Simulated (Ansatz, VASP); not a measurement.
# Cross-check of ZnO (ZnO (P6_3mc)) between VASP and Ansatz, part 2 of 2

Aim: how closely do two programs agree when they are given the same cell, functional and k mesh? The cell is taken from a series of runs on this material, whose earlier steps may have relaxed, scaled, displaced or heated it; both programs get it as it stands.

VASP 6.6.1 and Ansatz 0.2.0.

So far: The structure; Ansatz: relaxation of cell and atoms, r2SCAN.

## (3) VASP: relaxation of cell and atoms, r2SCAN

Level of this step: r2SCAN; plane waves and PAW (Zn, O) (VASP).

The same cell, functional and mesh now go to VASP, with its own data sets.

Lines of VASP's logs that name or quote its potential files are left out, and so is its time.

The input, INCAR:

```
SYSTEM = ZnO
PREC = Accurate
ENCUT = 660
EDIFF = 1E-07
NELM = 120
ISMEAR = 0
SIGMA = 0.01
LREAL = .FALSE.
ALGO = Normal
METAGGA = R2SCAN
LASPH = .TRUE.
NBANDS = 24
LORBIT = 11
LWAVE = .FALSE.
LCHARG = .FALSE.
ISIF = 3
IBRION = 2
NSW = 80
EDIFFG = -0.005
GGA_COMPAT = .FALSE.
NELMIN = 4
EFERMI = MIDGAP
LMIXTAU = .TRUE.
```

The input, POSCAR:

```
ZnO
1.0
    3.2373510000      0.0000000000      0.0000000000
   -1.6186750000      2.8036280000      0.0000000000
    0.0000000000      0.0000000000      5.2220610000
Zn O
2 2
Direct
    0.6666665202      0.3333334522      0.5005918161
    0.3333331709      0.6666665478      0.0005917204
    0.6666665202      0.3333334522      0.8797183717
    0.3333331709      0.6666665478      0.3797182760
```

The input, KPOINTS:

```
Automatic mesh
0
Gamma
10 10 6
0 0 0
```

PAW data sets: Zn and O (PBE family, release 64).

On the command line:

```console
$ mpirun -np 1 vasp_std
```

Numbers of over 12 decimals in the logs are rounded to 6 here.

The log of the run:

```text
[banner, memory and clock lines left out]
running    1 mpi-ranks, on    1 nodes
 distrk:  each k-point on    1 cores,    1 groups
 distr:  one band on    1 cores,    1 groups

 POSCAR found type information on POSCAR ZnO
 POSCAR found :  2 types and       4 ions
|                                                                             |
|               ----> ADVICE to this user running VASP <----                  |
|                                                                             |
|     You enforced a specific xc type in the INCAR file but a different       |
|     [... a line on the potential file left out ...]
|     I HOPE YOU KNOW WHAT YOU ARE DOING!                                     |
|                                                                             |

 LDA part: xc-table for (None), standard interpolation
 POSCAR, INCAR and KPOINTS ok, starting setup
 FFT: planning ... GRIDC
 FFT: planning ... GRID_SOFT
 FFT: planning ... GRID
 WAVECAR not read
 entering main loop
       N       E                     dE             d eps       ncg     rms          rms(c)
DAV:   1     0.296050704624E+03    0.29605E+03   -0.21806E+04  2696   0.262E+03
DAV:   2    -0.137251291707E+02   -0.30978E+03   -0.29347E+03  2896   0.487E+02
DAV:   3    -0.460286924873E+02   -0.32304E+02   -0.32041E+02  3016   0.157E+02
DAV:   4    -0.466004407982E+02   -0.57175E+00   -0.57124E+00  3176   0.218E+01
DAV:   5    -0.466036270103E+02   -0.31862E-02   -0.31862E-02  3040   0.157E+00    0.144E+01
DAV:   6    -0.378544371436E+02    0.87492E+01   -0.56618E+00  3888   0.677E+01    0.100E+01
DAV:   7    -0.357583829710E+02    0.20961E+01   -0.34597E+00  2688   0.163E+01    0.515E+00
DAV:   8    -0.391112098620E+02   -0.33528E+01   -0.84549E-01  3208   0.226E+01    0.126E+00
DAV:   9    -0.356944516212E+02    0.34168E+01   -0.81902E-01  2992   0.192E+01    0.118E+00
DAV:  10    -0.362982284635E+02   -0.60378E+00   -0.32980E-01  2696   0.599E+00    0.256E-01
DAV:  11    -0.362993629578E+02   -0.11345E-02   -0.12634E-02  3312   0.111E+00    0.447E-01
DAV:  12    -0.363095020852E+02   -0.10139E-01   -0.73556E-04  3184   0.879E-01    0.289E-01
DAV:  13    -0.363145355552E+02   -0.50335E-02   -0.15279E-03  2984   0.141E+00    0.626E-01
DAV:  14    -0.363385221361E+02   -0.23987E-01   -0.20628E-02  2944   0.437E+00    0.228E+00
[...]
DAV:  23    -0.363299259316E+02   -0.25545E-04   -0.94405E-06  3200   0.475E-02    0.214E-02
DAV:  24    -0.363299391912E+02   -0.13260E-04   -0.73173E-06  3464   0.501E-02    0.676E-03
DAV:  25    -0.363299410150E+02   -0.18239E-05   -0.38117E-06  2800   0.211E-02    0.166E-03
DAV:  26    -0.363299414220E+02   -0.40692E-06   -0.32659E-07  2568   0.837E-03    0.189E-03
DAV:  27    -0.363299421558E+02   -0.73385E-06   -0.76169E-08  1776   0.328E-03    0.265E-03
DAV:  28    -0.363299430793E+02   -0.92352E-06   -0.17771E-07  1488   0.994E-03    0.554E-04
DAV:  29    -0.363299431892E+02   -0.10983E-06   -0.10558E-08  1408   0.129E-03    0.571E-04
DAV:  30    -0.363299432485E+02   -0.59321E-07   -0.49391E-09  1392   0.118E-03
   1 F= -.36329943E+02 E0= -.36329943E+02  d E =-.363299E+02
 curvature:   0.00 expect dE= 0.000E+00 dE for cont linesearch  0.000E+00
 trial: gam= 0.00000 g(F)=  0.107E-05 g(S)=  0.578E-04 ort = 0.000E+00 (trialstep = 0.100E+01)
 search vector abs. value=  0.588E-04
 bond charge predicted
       N       E                     dE             d eps       ncg     rms          rms(c)
DAV:   1    -0.363306823655E+02   -0.73918E-03   -0.10676E-02  3176   0.194E+00    0.195E-01
DAV:   2    -0.363299578822E+02    0.72448E-03   -0.22077E-03  3312   0.978E-01    0.752E-02
DAV:   3    -0.363298863283E+02    0.71554E-04   -0.44080E-05  3592   0.174E-01    0.424E-02
DAV:   4    -0.363298898099E+02   -0.34815E-05   -0.50100E-05  3576   0.136E-01    0.537E-03
DAV:   5    -0.363298978174E+02   -0.80076E-05   -0.38757E-05  2704   0.747E-02    0.385E-03
DAV:   6    -0.363299018632E+02   -0.40457E-05   -0.85077E-07  2984   0.847E-03    0.197E-03
DAV:   7    -0.363299002104E+02    0.16528E-05   -0.46328E-07  2760   0.582E-03    0.790E-04
DAV:   8    -0.363299024798E+02   -0.22694E-05   -0.74744E-08  1792   0.304E-03    0.509E-04
DAV:   9    -0.363299003500E+02    0.21298E-05   -0.23308E-08  1352   0.163E-03    0.418E-04
DAV:  10    -0.363299016571E+02   -0.13072E-05   -0.15877E-08  1352   0.158E-03    0.204E-04
DAV:  11    -0.363299018613E+02   -0.20417E-06   -0.67885E-09  1344   0.109E-03    0.338E-05
DAV:  12    -0.363299017487E+02    0.11259E-06   -0.97683E-10  1344   0.572E-04    0.556E-05
DAV:  13    -0.363299018913E+02   -0.14258E-06   -0.35845E-10  1344   0.337E-04    0.938E-06
DAV:  14    -0.363299018171E+02    0.74251E-07   -0.12805E-10  1344   0.110E-04
   2 F= -.36329902E+02 E0= -.36329902E+02  d E =0.414314E-04
 trial-energy change:    0.000041  1 .order   -0.000017   -0.000059    0.000024
 step:   0.7100(harm=  0.7100)  dis= 0.00008  next Energy=   -36.329964 (dE=-0.209E-04)
 bond charge predicted
       N       E                     dE             d eps       ncg     rms          rms(c)
DAV:   1    -0.363299672792E+02   -0.65388E-04   -0.89749E-04  3184   0.563E-01    0.567E-02
DAV:   2    -0.363299402671E+02    0.27012E-04   -0.18647E-04  3320   0.284E-01    0.218E-02
DAV:   3    -0.363299341522E+02    0.61149E-05   -0.36996E-06  3600   0.498E-02    0.123E-02
DAV:   4    -0.363299178671E+02    0.16285E-04   -0.42181E-06  3584   0.392E-02    0.155E-03
DAV:   5    -0.363299243985E+02   -0.65314E-05   -0.32413E-06  2704   0.215E-02    0.111E-03
DAV:   6    -0.363299238174E+02    0.58110E-06   -0.65706E-08  1744   0.240E-03    0.597E-04
DAV:   7    -0.363299245169E+02   -0.69954E-06   -0.41682E-08  1368   0.179E-03    0.417E-04
DAV:   8    -0.363299240446E+02    0.47239E-06   -0.10565E-08  1344   0.148E-03    0.204E-04
DAV:   9    -0.363299239781E+02    0.66416E-07   -0.27124E-09  1344   0.574E-04
   3 F= -.36329924E+02 E0= -.36329924E+02  d E =0.192703E-04
 curvature:  -0.35 expect dE=-0.199E-05 dE for cont linesearch -0.977E-08
 trial: gam= 0.11672 g(F)=  0.257E-05 g(S)=  0.303E-05 ort =-0.127E-05 (trialstep = 0.942E+00)
 search vector abs. value=  0.610E-05
 reached required accuracy - stopping structural energy minimisation
```

Parts of OUTCAR (step 3):

```text
ion  position               nearest neighbor table
   1  0.667  0.333  0.501-   4 1.97   4 1.97   4 1.97   3 1.98
   2  0.333  0.667  0.001-   3 1.97   3 1.97   3 1.97   4 1.98
   3  0.667  0.333  0.880-   2 1.97   2 1.97   2 1.97   1 1.98
   4  0.333  0.667  0.380-   1 1.97   1 1.97   1 1.97   2 1.98

  LATTYP: Found a hexagonal cell.
 ALAT       =     3.2373510000
 C/A-ratio  =     1.6130660531

 Subroutine GETGRP returns: Found 12 space group operations
 (whereof  6 operations were pure point group operations)

The static configuration has the point symmetry C_3v.
 The point group associated with its full space group is C_6v.

 Found     56 irreducible k-points:

   k-points           NKPTS =     56   k-points in BZ     NKDIM =     56   number of bands    NBANDS=     24

   dimension x,y,z NGX =    28 NGY =   28 NGZ =   48
   dimension x,y,z NGXF=    56 NGYF=   56 NGZF=   96

   ENCUT  =  660.0 eV  48.51 Ry    6.96 a.u.   6.78  6.78 10.94*2*pi/ulx,y,z

   NELECT =      36.0000    total number of electrons

 k-points in reciprocal lattice and weights: Automatic mesh
   0.00000000  0.00000000  0.00000000       0.002
   0.10000000 -0.00000000  0.00000000       0.010
   0.20000000 -0.00000000  0.00000000       0.010
   0.30000000  0.00000000  0.00000000       0.010
   0.40000000 -0.00000000  0.00000000       0.010
   0.50000000  0.00000000  0.00000000       0.005
   0.10000000  0.10000000  0.00000000       0.010
   0.20000000  0.10000000  0.00000000       0.020
   0.30000000  0.10000000  0.00000000       0.020
[...]
0.40000000  0.20000000  0.50000000       0.010
   0.30000000  0.30000000  0.50000000       0.010

 average (electrostatic) potential at core
       1 -41.3085       2 -41.3085       3 -76.8658       4 -76.8658

 E-fermi :   1.4901

 k-point     1 :       0.0000    0.0000    0.0000
  band No.  band energies     occupation
    ...
     14       0.0628      2.00000
     15       0.0628      2.00000
     16       0.7832      2.00000
     17       0.8756      2.00000
     18       0.8756      2.00000
     19       2.1045      0.00000
     20       6.7411      0.00000
     21       9.6833      0.00000
     22      14.5979      0.00000
     23      14.5979      0.00000
    ...

 k-point     2 :       0.1000   -0.0000    0.0000
  band No.  band energies     occupation
    ...
     14      -0.2962      2.00000
     15      -0.0737      2.00000
     16       0.3217      2.00000
     17       0.7156      2.00000
     18       0.8023      2.00000
     19       2.7936      0.00000
     20       7.1642      0.00000
     21       9.6699      0.00000
     22      13.5119      0.00000
     23      14.7084      0.00000
    ...

 k-point     3 :       0.2000   -0.0000    0.0000
  band No.  band energies     occupation
    ...
     14      -1.1586      2.00000
     15      -0.4488      2.00000
     16      -0.4303      2.00000
     17       0.5088      2.00000
     18       0.6015      2.00000
     19       3.9605      0.00000
     20       8.1250      0.00000
     21       9.6206      0.00000
     22      11.8866      0.00000
     23      13.8550      0.00000
    ...

  Total        0.0005160      0.0005160     -0.0158214      0.0000000      0.0000000      0.0000000
  in kB        0.0174253      0.0174253     -0.5342997      0.0000000      0.0000000      0.0000000
  external PRESSURE =      -0.1664830 kB  Pullay stress =       0.0000000 kB

  energy-cutoff  :      660.00
  volume of cell :       47.44
      direct lattice vectors                 reciprocal lattice vectors
     3.238658387  0.000000000  0.000000000     0.308769830  0.178268303  0.000000000
    -1.619328693  2.804760230  0.000000000    -0.000000000  0.356536715  0.000000000
     0.000000000  0.000000000  5.222885614     0.000000000 -0.000000000  0.191465039

 POSITION                                       TOTAL-FORCE (eV/Angst)
 -----------------------------------------------------------------------------------
      1.61933      0.93492      2.61445         0.000000     -0.000000     -0.003648
      0.00000      1.86984      0.00301         0.000000      0.000000     -0.003648
      1.61933      0.93492      4.59475        -0.000000      0.000000      0.003648
      0.00000      1.86984      1.98331         0.000000     -0.000000      0.003648
 -----------------------------------------------------------------------------------
    total drift:                                0.001143     -0.000083      0.017818

  FREE ENERGIE OF THE ION-ELECTRON SYSTEM (eV)
  ---------------------------------------------------
  free  energy   TOTEN  =       -36.3299239781 eV

  energy  without entropy=      -36.3299239781  energy(sigma->0) =      -36.32992398

 reached required accuracy - stopping structural energy minimisation

 total charge
# of ion       s       p       d       tot
------------------------------------------
    1        0.437   0.483   9.923  10.843
    2        0.437   0.483   9.923  10.843
    3        1.549   3.490   0.000   5.039
    4        1.549   3.490   0.000   5.039
--------------------------------------------------
tot          3.971   7.946  19.845  31.763

[... 3 further parts left out ...]
```

CONTCAR:

```
ZnO
   1.00000000000000
     3.2386583872512897    0.0000000002331599    0.0000000000000000
    -1.6193286932218003    2.8047602302048729    0.0000000000000000
     0.0000000000000000    0.0000000000000000    5.2228856141949311
  Zn              O
     2     2
Direct
     0.6666665202000033    0.3333334522000015    0.5005763534672074
     0.3333331708999978    0.6666665477999985    0.0005762577672120
     0.6666665202000033    0.3333334522000015    0.8797338343327918
     0.3333331708999978    0.6666665477999985    0.3797337386327892
```

## (4) Comparison

Known differences besides the potentials themselves: VASP keeps PBE cores, Ansatz makes them for the functional; fixed occupations in Ansatz, narrow Gaussian smearing in VASP; the cutoff is 500 eV in Ansatz and 660 eV in VASP; Ansatz adds a Pulay correction to the stress that steers its cell, VASP none. Total energies have different zeros and are not compared.

Both answers:

```csv
quantity,Ansatz,VASP,difference
volume (Å³),47.24,47.44,-0.44 %
"edge a after relaxation, in the typed setting (Å)",3.235,3.239,-0.12 %
"edge c after relaxation, in the typed setting (Å)",5.212,5.223,-0.20 %
```

## (5) Outcome

| Property | Result |
| --- | --- |
| difference in volume (relaxation of cell and atoms, r2SCAN) | -0.44 % |

**Reading.** The difference in volume is -0.44 % (relaxation of cell and atoms, r2SCAN), within the 1.2 % picked in this series as the mark of a large difference, as far as the stopping tolerances let one tell. Such differences can come from data sets, numerical settings and the points named under the comparisons, not from the functional's error against experiment.

[Lines on the potential files, build, host, timing and source positions are cut from VASP's logs without a mark.]

[Logs are printed without paths, hosts, clocks, repeated set-up lines and the standing remarks that a program may print on its own settings, such as how far it seeks lower states.]

[Hosts, paths, dates, database ids (printed as entryN), source tags and the programs' standing remarks are cut or masked in the printed files.]
